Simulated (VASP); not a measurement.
Method: PBEsol GGA, VASP's PBE PAW potentials (set 64) (plane waves; VASP).

VASP input:

**POSCAR**
```
In4As2Sb2
1.0
  6.3081704868   0.0000000000   0.0000000000
  0.0000000000   6.3081704868   0.0000000000
  0.0000000000   0.0000000000   6.3204916707
In Sb As
4 2 2
Cart
  0.0000000000   0.0000000000   6.2166652176
  3.1540852434   3.1540852434   6.2166652176
  3.1540852434   0.0000000000   3.2640722885
  0.0000000000   3.1540852434   3.2640722885
  1.5770426217   1.5770426217   1.5801229177
  4.7311278651   4.7311278651   1.5801229177
  4.7311278651   1.5770426217   4.7403687530
  1.5770426217   4.7311278651   4.7403687530
```

File KPOINTS:
```
Automatic mesh
0
Gamma
5 5 5
0 0 0
```

INCAR:
```
SYSTEM = In4As2Sb2
PREC = Accurate; ENCUT = 400; LREAL = .False.
LASPH = .True.
EDIFF = 1E-6; NELM = 100; ALGO = Normal
LMAXMIX = 4
ISMEAR = 1; SIGMA = 0.1
GGA = PS
IBRION = 2; NSW = 60; ISIF = 3
EDIFFG = -0.02
LWAVE = .False.; LCHARG = .False.
```

POTCAR, in this order: In_d Sb As (PBE.64 set). Program: vasp_std.

What VASP printed:

File OSZICAR:
```
       N       E                     dE             d eps       ncg     rms          rms(c)
DAV:   1     0.612901114457E+03    0.61290E+03   -0.27177E+04  1548   0.147E+03
DAV:   2     0.377186006343E+02   -0.57518E+03   -0.56528E+03  1632   0.397E+02
DAV:   3    -0.296558940355E+02   -0.67374E+02   -0.65994E+02  1801   0.166E+02
DAV:   4    -0.329096316454E+02   -0.32537E+01   -0.32412E+01  1872   0.389E+01
DAV:   5    -0.330622141068E+02   -0.15258E+00   -0.15253E+00  2342   0.743E+00    0.840E+00
DAV:   6    -0.322970437053E+02    0.76517E+00   -0.16311E+00  2059   0.133E+01    0.468E+00
DAV:   7    -0.322139350678E+02    0.83109E-01   -0.70443E-01  2276   0.444E+00    0.131E+00
DAV:   8    -0.322049021634E+02    0.90329E-02   -0.79647E-02  2094   0.251E+00    0.565E-01
DAV:   9    -0.322054351074E+02   -0.53294E-03   -0.89423E-03  2049   0.737E-01    0.304E-01
DAV:  10    -0.322059447480E+02   -0.50964E-03   -0.13863E-03  2226   0.167E-01    0.143E-01
DAV:  11    -0.322060688842E+02   -0.12414E-03   -0.27826E-04  1734   0.122E-01    0.194E-02
DAV:  12    -0.322060632077E+02    0.56765E-05   -0.50711E-05  2202   0.505E-02    0.298E-02
DAV:  13    -0.322060684257E+02   -0.52179E-05   -0.14108E-05  1332   0.164E-02    0.676E-03
DAV:  14    -0.322060696454E+02   -0.12198E-05   -0.92823E-07  1128   0.917E-03    0.215E-03
DAV:  15    -0.322060696709E+02   -0.25498E-07   -0.62309E-07   960   0.595E-03
   1 F= -.32206070E+02 E0= -.32206162E+02  d E =-.322061E+02
       N       E                     dE             d eps       ncg     rms          rms(c)
DAV:   1    -0.322144255028E+02   -0.83559E-02   -0.22660E-01  2037   0.578E+00    0.575E-01
DAV:   2    -0.322074642597E+02    0.69612E-02   -0.18616E-02  2032   0.183E+00    0.205E-01
DAV:   3    -0.322063374646E+02    0.11268E-02   -0.42071E-03  2176   0.785E-01    0.102E-01
DAV:   4    -0.322063385355E+02   -0.10708E-05   -0.18060E-04  1740   0.795E-02    0.909E-02
DAV:   5    -0.322063239860E+02    0.14549E-04   -0.23246E-05  1990   0.247E-02    0.541E-02
DAV:   6    -0.322063236081E+02    0.37793E-06   -0.17896E-05  1684   0.199E-02    0.208E-02
DAV:   7    -0.322063237802E+02   -0.17219E-06   -0.19930E-06  1198   0.145E-02
   2 F= -.32206324E+02 E0= -.32206414E+02  d E =-.254109E-03
```

### OUTCAR
```
------------------------ aborting loop because EDIFF is reached ----------------------------------------
  FORCE on cell =-STRESS in cart. coord.  units (eV):
  Direction    XX          YY          ZZ          XY          YZ          ZX
  --------------------------------------------------------------------------------------
  Total        0.0544944      0.0544944      0.0482314      0.0000000      0.0000000      0.0000000
  in kB        0.3483771      0.3483771      0.3083385      0.0000000      0.0000000      0.0000000
  external PRESSURE =       0.3350309 kB  Pullay stress =       0.0000000 kB
  volume of cell :      250.62
      direct lattice vectors                 reciprocal lattice vectors
     6.300749553  0.000000000  0.000000000     0.158711276  0.000000000  0.000000000
    -0.000000000  6.300749553  0.000000000     0.000000000  0.158711276  0.000000000
     0.000000000  0.000000000  6.312892992     0.000000000  0.000000000  0.158405980
 POSITION                                       TOTAL-FORCE (eV/Angst)
 -----------------------------------------------------------------------------------
      6.30075      0.00000      6.20862        -0.000000      0.000000     -0.008205
      3.15037      3.15037      6.20862        -0.000000     -0.000000     -0.008205
      3.15037      0.00000      3.26072         0.000000      0.000000      0.008205
      6.30075      3.15037      3.26072        -0.000000     -0.000000      0.008205
      1.57519      1.57519      1.57822        -0.000000      0.000000     -0.000000
      4.72556      4.72556      1.57822        -0.000000      0.000000     -0.000000
      4.72556      1.57519      4.73467        -0.000000      0.000000     -0.000000
      1.57519      4.72556      4.73467        -0.000000      0.000000     -0.000000
 -----------------------------------------------------------------------------------
    total drift:                                0.000000     -0.000000      0.000000
  FREE ENERGIE OF THE ION-ELECTRON SYSTEM (eV)
  ---------------------------------------------------
  free  energy   TOTEN  =       -32.2063237802 eV

  energy  without entropy=      -32.2065932121  energy(sigma->0) =      -32.20641359

 reached required accuracy - stopping structural energy minimisation
```
(Selected blocks of OUTCAR.)

File CONTCAR:
```
In4As2Sb2
   1.00000000000000
     6.3007495534997782    0.0000000000000000    0.0000000000000000
    -0.0000000000000000    6.3007495534997782    0.0000000000000000
     0.0000000000000000    0.0000000000000000    6.3128929924056587
  In              Sb              As
     4     2     2
Direct
     1.0000000000000000    0.0000000000000000    0.9834821647767999
     0.5000000000000000    0.5000000000000000    0.9834821647767999
     0.5000000000000000    0.0000000000000000    0.5165178352232001
     1.0000000000000000    0.5000000000000000    0.5165178352232001
     0.2500000000000000    0.2500000000000000    0.2500000000000000
     0.7500000000000000    0.7500000000000000    0.2500000000000000
     0.7500000000000000    0.2500000000000000    0.7500000000000000
     0.2500000000000000    0.7500000000000000    0.7500000000000000
```

The structure was generated: In4As2Sb2 was put into an ordered model structure (P-4m2), which need not be its known phase. This run relaxes it. Symmetry was kept, so distortions that lower it aren't found. The start is the result of an earlier pass.
